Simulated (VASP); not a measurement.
**B2C: single point with r2SCAN**

Crystal: B2C.

```xyz
12
Lattice="6.0336 -1.9402 0.0047 6.0336 1.9402 0.0047 -0.2865 0.0000 3.8583" Properties=species:S:1:pos:R:3 pbc="T T T"
B     5.2201    0.5416    2.5864
B     5.1502   -0.9349    1.1264
B     6.6304   -0.9349    2.7412
B     6.5605    0.5416    1.2812
B     3.6987   -0.1017    1.8339
B     9.6588    0.3653    0.3332
B     8.0819   -0.1017    2.0337
B     2.1218    0.3653    3.5344
C     5.8903    1.8098    1.9338
C     6.0336   -0.1211    0.0047
C     2.7817   -0.8988    2.8946
C     8.9989   -0.8988    0.9730
```

The cell was built by a generator and needn't be a form met in nature.

```yaml
Program: VASP 6.6.1
Task: single point
Functional: r2SCAN
Potentials_or_basis: VASP PAW PBE potentials, release 64 (B, C)
Cutoff: 520 eV
k_mesh: 6 × 6 × 6
Occupations: gaussian, width 0.1 eV
Spin: no spin polarisation
```

```
Pressure               : -1.6 GPa
Largest force          : 0.189 eV/Å
Band gap on the k mesh : none (metal or under the smearing width)
```

Forces in eV/Å, atoms in the order of the input:
```
B    0.135  0.055  0.120
B    0.045 -0.098  0.006
B   -0.045 -0.098 -0.006
B   -0.135  0.055 -0.120
B   -0.015  0.012  0.025
B   -0.028 -0.085 -0.070
B    0.015  0.012 -0.025
B    0.028 -0.085  0.070
C    0.000  0.025  0.000
C    0.000  0.137  0.000
C    0.002  0.035  0.043
C   -0.002  0.035 -0.043
```

Stress tensor (GPa, compression positive):
```
-0.88  0.00  0.07
 0.00 -1.93  0.00
 0.07  0.00 -1.89
```

Levels at points of the mesh, in eV from the Fermi level:
```tsv
k point	band 18	band 19	band 20	band 21	band 22	band 23
(0.00, 0.00, 0.00)	-2.47	-2.36	-1.44	-1.08	2.80	2.87
(0.50, 0.00, 0.00)	-1.55	-1.44	-0.28	0.12	2.43	2.91
(0.50, 0.50, 0.00)	-2.06	-1.71	-1.53	0.83	1.96	3.13
(0.00, 0.00, 0.50)	-1.76	-1.21	-0.87	0.88	1.95	3.42
(0.50, 0.00, 0.50)	-0.81	-0.20	0.71	1.05	2.93	4.86
(0.50, 0.50, 0.50)	-1.60	-1.53	-0.89	1.01	2.14	3.52
```

It took 3.2 min on 8 MPI ranks on Intel(R) Xeon(R) Platinum 8488C (Sapphire Rapids), with other jobs on the host, peak memory 0.37 GiB a rank.

Caveat: the PAW data sets were made with another functional, which shifts forces and pressure a little.
